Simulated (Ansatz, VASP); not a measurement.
# CoO: VASP beside Ansatz

Aim: how closely do two programs agree when they are given the same cell, functional and k mesh?

Program: Ansatz 0.2.0. Level of theory: plane waves, with VASP 6.6.1 beside it; relaxation of cell and atoms at PBE, DFT+U. Results are calculated unless marked as measured.

## (1) The starting structure

Symmetry: Fm-3m, No. 225, cubic system. Conventional cell: a = 4.258 Å, b = 4.258 Å, c = 4.258 Å, α = 90.00°, β = 90.00°, γ = 90.00°. Co has 6 O at 2.13 Å nearest. Nearest to O lie 6 Co at 2.13 Å. Farther neighbours and most contacts between anions are not listed.

As a file:

```cif
data_structure
_symmetry_space_group_name_H-M 'P 1'
_symmetry_Int_Tables_number 1
_cell_length_a 3.0109
_cell_length_b 3.0109
_cell_length_c 3.0109
_cell_angle_alpha 60.000
_cell_angle_beta 60.000
_cell_angle_gamma 60.000
_cell_volume 19.30
loop_
_atom_site_label
_atom_site_type_symbol
_atom_site_fract_x
_atom_site_fract_y
_atom_site_fract_z
_atom_site_occupancy
Co1 Co 0.00000 0.00000 0.00000 1
O2 O 0.50000 0.50000 0.50000 1
```

## (2) VASP: relaxation of cell and atoms, PBE, DFT+U

The relaxed volume is the usual yardstick between codes: its relative difference is about their pressure difference at one cell divided by the bulk modulus.

Lines of VASP's logs that name or quote its potential files are left out, and so is its time.

INCAR reads:

```
SYSTEM = CoO
PREC = Accurate
ENCUT = 520
EDIFF = 1E-07
NELM = 100
ISMEAR = 1
SIGMA = 0.15
LREAL = .FALSE.
ALGO = Normal
GGA = PE
NBANDS = 14
ISPIN = 2
MAGMOM = 2 0
LDAU = .TRUE.
LDAUTYPE = 2
LDAUL = 2 -1
LDAUU = 3.32 0
LDAUJ = 0 0
LDAUPRINT = 1
LASPH = .TRUE.
LMAXMIX = 4
LORBIT = 11
LWAVE = .FALSE.
LCHARG = .FALSE.
KPAR = 2
IBRION = 2
NSW = 50
ISIF = 3
EDIFFG = -0.002
```

POSCAR reads:

```
CoO
1.0
    0.0000000000      2.1290000000      2.1290000000
    2.1290000000      0.0000000000      2.1290000000
    2.1290000000      2.1290000000      0.0000000000
Co O
1 1
Direct
    0.0000000000      0.0000000000      0.0000000000
    0.5000000000      0.5000000000      0.5000000000
```

KPOINTS reads:

```
Automatic mesh
0
Gamma
14 14 14
0 0 0
```

The projector-augmented-wave data sets are Co and O (PBE family, release 64).

Started as:

```bash
$ mpirun -np 2 vasp_std
```

Numbers of over 12 decimals in the logs are rounded to 6 here.

What it wrote:

```text
[banner, memory and clock lines left out]
running    2 mpi-ranks, on    1 nodes
 distrk:  each k-point on    1 cores,    2 groups
 distr:  one band on    1 cores,    1 groups

 POSCAR found type information on POSCAR CoO
 POSCAR found :  2 types and       2 ions
 LDA part: xc-table for (Slater+PW92), standard interpolation
 POSCAR, INCAR and KPOINTS ok, starting setup
 FFT: planning ... GRIDC
 FFT: planning ... GRID_SOFT
 FFT: planning ... GRID
 WAVECAR not read
 entering main loop
       N       E                     dE             d eps       ncg     rms          rms(c)
DAV:   1     0.805851226830E+02    0.80585E+02   -0.70470E+03  5976   0.123E+03
DAV:   2    -0.782019915185E+01   -0.88405E+02   -0.76589E+02  6442   0.254E+02
DAV:   3    -0.127512844289E+02   -0.49311E+01   -0.48628E+01  6400   0.685E+01
DAV:   4    -0.128072531591E+02   -0.55969E-01   -0.55948E-01  6774   0.703E+00
DAV:   5    -0.128086567706E+02   -0.14036E-02   -0.14036E-02  6648   0.114E+00    0.170E+01
DAV:   6    -0.114880368592E+02    0.13206E+01   -0.17623E+01  7276   0.780E+01    0.179E+01
DAV:   7    -0.112522909242E+02    0.23575E+00   -0.34133E+00  6266   0.449E+01    0.806E+00
DAV:   8    -0.112833539531E+02   -0.31063E-01   -0.26964E-01  7080   0.923E+00    0.471E+00
DAV:   9    -0.112975714667E+02   -0.14218E-01   -0.13137E-01  8514   0.705E+00    0.117E+00
DAV:  10    -0.112900694838E+02    0.75020E-02   -0.39060E-02  7388   0.496E+00    0.211E-01
DAV:  11    -0.112903481563E+02   -0.27867E-03   -0.44465E-03  7058   0.930E-01    0.937E-02
DAV:  12    -0.112903847950E+02   -0.36639E-04   -0.23289E-04  7812   0.259E-01    0.429E-02
DAV:  13    -0.112904166245E+02   -0.31829E-04   -0.49179E-05  8280   0.123E-01    0.203E-02
DAV:  14    -0.112904227960E+02   -0.61715E-05   -0.15012E-05  7566   0.805E-02    0.118E-02
DAV:  15    -0.112904231637E+02   -0.36771E-06   -0.15644E-06  6446   0.217E-02    0.594E-03
DAV:  16    -0.112904229760E+02    0.18770E-06   -0.80326E-07  7362   0.184E-02    0.167E-03
DAV:  17    -0.112904230447E+02   -0.68690E-07   -0.30023E-07  5130   0.605E-03
   1 F= -.11290423E+02 E0= -.11288238E+02  d E =-.112904E+02  mag=     3.0027
 curvature:   0.00 expect dE= 0.000E+00 dE for cont linesearch  0.000E+00
 trial: gam= 0.00000 g(F)=  0.218E-59 g(S)=  0.217E-02 ort = 0.000E+00 (trialstep = 0.100E+01)
 search vector abs. value=  0.217E-02
 bond charge predicted
       N       E                     dE             d eps       ncg     rms          rms(c)
DAV:   1    -0.113073704459E+02   -0.16947E-01   -0.27747E-01  6346   0.861E+00    0.958E-01
DAV:   2    -0.112920197848E+02    0.15351E-01   -0.32606E-02  6724   0.344E+00    0.594E-01
DAV:   3    -0.112911393071E+02    0.88048E-03   -0.21463E-03  5958   0.488E-01    0.420E-01
DAV:   4    -0.112910237836E+02    0.11552E-03   -0.95361E-05  6590   0.152E-01    0.129E-01
DAV:   5    -0.112908789762E+02    0.14481E-03   -0.11701E-04  7320   0.127E-01    0.190E-02
DAV:   6    -0.112908806187E+02   -0.16425E-05   -0.13800E-05  6838   0.643E-02    0.136E-02
DAV:   7    -0.112908808738E+02   -0.25508E-06   -0.12953E-06  6742   0.152E-02    0.492E-03
DAV:   8    -0.112908806050E+02    0.26877E-06   -0.63626E-07  7068   0.860E-03    0.191E-03
DAV:   9    -0.112908806016E+02    0.34167E-08   -0.11645E-07  3382   0.644E-03
   2 F= -.11290881E+02 E0= -.11288910E+02  d E =-.457557E-03  mag=     3.0030
 trial-energy change:   -0.000458  1 .order   -0.000446   -0.002171    0.001279
 step:   0.6340(harm=  0.6293)  dis= 0.00000  next Energy=   -11.291114 (dE=-0.691E-03)
 bond charge predicted
       N       E                     dE             d eps       ncg     rms          rms(c)
DAV:   1    -0.112933243088E+02   -0.24437E-02   -0.37357E-02  6322   0.317E+00    0.350E-01
DAV:   2    -0.112912622606E+02    0.20620E-02   -0.43853E-03  6718   0.127E+00    0.220E-01
DAV:   3    -0.112911493813E+02    0.11288E-03   -0.29111E-04  5952   0.181E-01    0.155E-01
DAV:   4    -0.112911331966E+02    0.16185E-04   -0.13358E-05  6606   0.574E-02    0.477E-02
DAV:   5    -0.112911138566E+02    0.19340E-04   -0.15562E-05  7474   0.467E-02    0.729E-03
DAV:   6    -0.112911139158E+02   -0.59194E-07   -0.18675E-06  6840   0.240E-02    0.476E-03
DAV:   7    -0.112911141289E+02   -0.21308E-06   -0.17700E-07  5066   0.563E-03    0.172E-03
DAV:   8    -0.112911142613E+02   -0.13237E-06   -0.92229E-08  2960   0.331E-03    0.710E-04
DAV:   9    -0.112911142661E+02   -0.48237E-08   -0.31770E-08  2930   0.302E-03
   3 F= -.11291114E+02 E0= -.11289065E+02  d E =-.691221E-03  mag=     3.0029
 curvature:  -0.31 expect dE=-0.220E-07 dE for cont linesearch -0.220E-07
 trial: gam= 0.00000 g(F)=  0.144E-59 g(S)=  0.700E-07 ort =-0.123E-04 (trialstep = 0.927E+00)
 search vector abs. value=  0.701E-07
 reached required accuracy - stopping structural energy minimisation
```

Parts of OUTCAR (step 2):

```text
ion  position               nearest neighbor table
   1  0.000  0.000  0.000-   2 2.13   2 2.13   2 2.13   2 2.13   2 2.13   2 2.13
   2  0.500  0.500  0.500-   1 2.13   1 2.13   1 2.13   1 2.13   1 2.13   1 2.13

  LATTYP: Found a face centered cubic cell.
 ALAT       =     4.2580000000

 Subroutine GETGRP returns: Found 48 space group operations
 (whereof 48 operations were pure point group operations)

The static configuration has the point symmetry O_h .

 Found    104 irreducible k-points:

   k-points           NKPTS =    104   k-points in BZ     NKDIM =    104   number of bands    NBANDS=     14

   dimension x,y,z NGX =    24 NGY =   24 NGZ =   24
   dimension x,y,z NGXF=    48 NGYF=   48 NGZF=   48

   ENCUT  =  520.0 eV  38.22 Ry    6.18 a.u.   5.60  5.60  5.60*2*pi/ulx,y,z

   NELECT =      15.0000    total number of electrons

 k-points in reciprocal lattice and weights: Automatic mesh
   0.00000000  0.00000000  0.00000000       0.000
   0.07142857  0.00000000  0.00000000       0.003
   0.14285714  0.00000000  0.00000000       0.003
   0.21428571  0.00000000  0.00000000       0.003
   0.28571429  0.00000000  0.00000000       0.003
   0.35714286  0.00000000  0.00000000       0.003
   0.42857143  0.00000000  0.00000000       0.003
   0.50000000  0.00000000  0.00000000       0.001
   0.07142857  0.07142857  0.00000000       0.002
[...]
-0.28571429  0.42857143  0.21428571       0.009
  -0.28571429  0.50000000  0.21428571       0.004

atom =   1  type =  1  l = 2

 onsite density matrix

spin component  1

  0.9684  0.0000 -0.0000  0.0000 -0.0000
  0.0000  0.9684 -0.0000  0.0000 -0.0000
 -0.0000 -0.0000  1.0134 -0.0000 -0.0000
  0.0000  0.0000 -0.0000  0.9684  0.0000
 -0.0000 -0.0000 -0.0000  0.0000  1.0134

spin component  2

  0.6538 -0.0000 -0.0000  0.0000 -0.0000
 -0.0000  0.6538 -0.0000  0.0000 -0.0000
 -0.0000 -0.0000  0.1386  0.0000 -0.0000
  0.0000  0.0000  0.0000  0.6538 -0.0000
 -0.0000 -0.0000 -0.0000 -0.0000  0.1386

 occupancies and eigenvectors

  o =  0.1386  v =  0.0000  0.0000  0.0000  0.0000  0.0000  0.0000  0.0000 -0.9998 -0.0000 -0.0196      0.0000  0.0000  0.0000  0.0000  0.0000  0.0000  0.0000  0.0000  0.0000  0.0000
  o =  0.1386  v =  0.0000  0.0000  0.0000  0.0000  0.0000  0.0000 -0.0000  0.0196 -0.0000 -0.9998      0.0000  0.0000  0.0000  0.0000  0.0000  0.0000  0.0000  0.0000  0.0000  0.0000
  o =  0.6538  v =  0.0000  0.0000  0.0000  0.0000  0.0000  1.0000  0.0000  0.0000  0.0000  0.0000      0.0000  0.0000  0.0000  0.0000  0.0000  0.0000  0.0000  0.0000  0.0000  0.0000
  o =  0.6538  v =  0.0000  0.0000  0.0000  0.0000  0.0000  0.0000  0.8586  0.0000  0.5127  0.0000      0.0000  0.0000  0.0000  0.0000  0.0000  0.0000  0.0000  0.0000  0.0000  0.0000
  o =  0.6538  v =  0.0000  0.0000  0.0000  0.0000  0.0000  0.0000  0.5127  0.0000 -0.8586  0.0000      0.0000  0.0000  0.0000  0.0000  0.0000  0.0000  0.0000  0.0000  0.0000  0.0000
  o =  0.9684  v =  0.0000  0.1895  0.0000  0.9819  0.0000  0.0000  0.0000  0.0000  0.0000  0.0000      0.0000  0.0000  0.0000  0.0000  0.0000  0.0000  0.0000  0.0000  0.0000  0.0000
  o =  0.9684  v =  0.0000  0.9819  0.0000 -0.1895 -0.0000  0.0000  0.0000  0.0000  0.0000  0.0000      0.0000  0.0000  0.0000  0.0000  0.0000  0.0000  0.0000  0.0000  0.0000  0.0000
  o =  0.9684  v =  1.0000  0.0000  0.0000  0.0000  0.0000  0.0000  0.0000  0.0000  0.0000  0.0000      0.0000  0.0000  0.0000  0.0000  0.0000  0.0000  0.0000  0.0000  0.0000  0.0000
  o =  1.0134  v =  0.0000  0.0000 -0.0145  0.0000 -0.9999  0.0000  0.0000  0.0000  0.0000  0.0000      0.0000  0.0000  0.0000  0.0000  0.0000  0.0000  0.0000  0.0000  0.0000  0.0000
  o =  1.0134  v =  0.0000  0.0000 -0.9999  0.0000  0.0145  0.0000  0.0000  0.0000  0.0000  0.0000      0.0000  0.0000  0.0000  0.0000  0.0000  0.0000  0.0000  0.0000  0.0000  0.0000

 average (electrostatic) potential at core
       1 -81.1555       2 -67.7155

 E-fermi :   7.5046

 spin component 1
 k-point     1 :       0.0000    0.0000    0.0000
  band No.  band energies     occupation
    ...
      5       3.3239      1.00000
      6       3.3239      1.00000
      7       5.0729      1.00000
      8       5.0729      1.00000
      9       5.0729      1.00000
     10       9.1462     -0.00000
     11      24.9795      0.00000
     12      25.3078      0.00000
     13      25.3079      0.00000
     14      25.3079      0.00000

 k-point     2 :       0.0714    0.0000    0.0000
  band No.  band energies     occupation
    ...
      5       3.3349      1.00000
      6       3.3349      1.00000
      7       4.8459      1.00000
      8       5.2691      1.00000
      9       5.2691      1.00000
     10       9.5307     -0.00000
     11      23.3680      0.00000
     12      25.2325      0.00000
     13      25.2325      0.00000
     14      26.6027      0.00000

 k-point     3 :       0.1429    0.0000    0.0000
  band No.  band energies     occupation
    ...
      5       3.4090      1.00000
      6       3.4090      1.00000
      7       4.5389      1.00000
      8       5.7100      1.00000
      9       5.7100      1.00000
     10      10.4038     -0.00000
     11      21.6359      0.00000
     12      24.8310      0.00000
     13      24.8310      0.00000
     14      27.2762      0.00000

 k-point     4 :       0.2143    0.0000    0.0000
  band No.  band energies     occupation
    ...
      5       3.5378      1.00000
      6       3.5378      1.00000
      7       4.4701      1.00000
      8       6.2099      1.00000
      9       6.2099      1.00000
     10      11.3934      0.00000
     11      20.0818      0.00000
     12      23.9921      0.00000
     13      23.9921      0.00000
     14      27.4587      0.00000

 k-point     5 :       0.2857    0.0000    0.0000
  band No.  band energies     occupation
    ...
      5       3.6890      1.00000
      6       3.6890      1.00000
      7       4.5577      1.00000
      8       6.6725      1.00000
      9       6.6725      1.00000
     10      12.2678      0.00000
     11      18.8280      0.00000
     12      23.0372      0.00000
     13      23.0372      0.00000
     14      27.5564      0.00000

 k-point     6 :       0.3571    0.0000    0.0000
  band No.  band energies     occupation
    ...
      5       3.8297      1.00000
      6       3.8297      1.00000
      7       4.7017      1.00000
      8       7.0428      1.00006
      9       7.0428      1.00006
     10      12.8612      0.00000
     11      17.9920      0.00000
     12      22.2333      0.00000
     13      22.2333      0.00000
     14      27.7087      0.00000

  Total        0.0009836      0.0009836      0.0009836      0.0000000     -0.0000000      0.0000000
  in kB        0.0823051      0.0823051      0.0823051      0.0000000     -0.0000000      0.0000000
  external PRESSURE =       0.0823051 kB  Pullay stress =       0.0000000 kB

  energy-cutoff  :      520.00
  volume of cell :       19.15
      direct lattice vectors                 reciprocal lattice vectors
     0.000000000  2.123361264  2.123361264    -0.235475709  0.235475709  0.235475709
     2.123361264 -0.000000000  2.123361264     0.235475709 -0.235475709  0.235475709
     2.123361264  2.123361264  0.000000000     0.235475709  0.235475709 -0.235475709

 POSITION                                       TOTAL-FORCE (eV/Angst)
 -----------------------------------------------------------------------------------
      0.00000      0.00000      0.00000         0.000000      0.000000      0.000000
      2.12336      2.12336      2.12336        -0.000000     -0.000000     -0.000000
 -----------------------------------------------------------------------------------
    total drift:                                0.000000     -0.000000     -0.000000

  FREE ENERGIE OF THE ION-ELECTRON SYSTEM (eV)
  ---------------------------------------------------
  free  energy   TOTEN  =       -11.2911142661 eV

  energy  without entropy=      -11.2849667747  energy(sigma->0) =      -11.28906510

 reached required accuracy - stopping structural energy minimisation

 total charge
# of ion       s       p       d       tot
------------------------------------------
    1        0.300   0.368   7.146   7.814
    2        1.552   3.452   0.000   5.004
--------------------------------------------------
tot          1.852   3.821   7.146  12.818

 magnetization (x)
# of ion       s       p       d       tot
------------------------------------------
    1        0.021   0.018   2.692   2.731
    2        0.024   0.236   0.000   0.260
--------------------------------------------------
tot          0.045   0.254   2.692   2.991

[... 6 further parts left out ...]
```

(Continued in part 2 of 2.)

[Lines on the potential files, build, host, timing and source positions are cut from VASP's logs without a mark.]

[Logs are printed without paths, hosts, clocks, repeated set-up lines and the standing remarks that a program may print on its own settings, such as how far it seeks lower states.]

[Hosts, paths, dates, database ids (printed as entryN), source tags and the programs' standing remarks are cut or masked in the printed files.]
